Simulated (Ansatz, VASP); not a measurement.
## Mg3SeS2 in VASP and in Ansatz

```
Mg Se S
1.0
     6.28904    0.00000    0.00000
    -3.14452    5.44647    0.00000
     0.00000    0.00000    4.22617
Mg Se S
3 1 2
Direct
  0.50000 0.00000 0.00000
  0.00000 0.50000 0.00000
  0.50000 0.50000 0.00000
  0.00000 0.00000 0.50000
  0.33333 0.66667 0.00000
  0.66667 0.33333 0.00000
```

Alike in both runs: task single point; functional PBE; k mesh 3 × 3 × 4; occupations gaussian, width 0.1 eV; no spin polarisation.

|  | VASP | Ansatz |
| --- | --- | --- |
| version | VASP 6.6.1 | Ansatz 0.2.0 |
| potentials or method | VASP PAW PBE potentials, release 64 (Mg, Se, S) | scalar-relativistic, plane waves, PAW |
| plane-wave cutoff (eV) | 520 | 420 |
| valence electrons in the cell | 24 | 58 |

Ansatz gave:

* gap on the k mesh at the Fermi level (eV): 0.22
* least direct gap on the mesh (eV): 0.22

Task: Which values does VASP return?

Result: gap on the k mesh at the Fermi level (eV): 0.21; least direct gap on the mesh (eV): 0.21.

With one functional, cell and mesh, what is left measures potentials, basis and numerics. The two sets of potentials don't hold the same shells in valence.
